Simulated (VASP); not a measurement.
Input:

```
InP
1.0
    0.00000     2.93824     2.93824
    2.93824     0.00000     2.93824
    2.93824     2.93824     0.00000
In P
1 1
Direct
  0.00000   0.00000   0.00000
  0.25000   0.25000   0.25000
```

Level of theory: PBEsol GGA, VASP's PBE PAW potentials (set 64) (plane waves; VASP). Run with 400 eV cut-off, Gaussian smearing of 0.050 eV, potentials In_d P.

Unless said otherwise, spin-orbit coupling is left out, though it shifts the bands of the heavy elements here.

**Question.** Predict the band gap (along the path) with the smallest direct gap where there is one.

**Answer.** 
```
Quantity                                Value
------------------------------------  -------
band gap (along the path)             0.57 eV
smallest direct gap (along the path)  0.57 eV
```

Only differences to runs with the same potentials and settings are physical.

The structure was generated: InP was put into the zinc blende type (F-43m), which need not be its known phase. It was relaxed first, which changed the volume by +7 %.
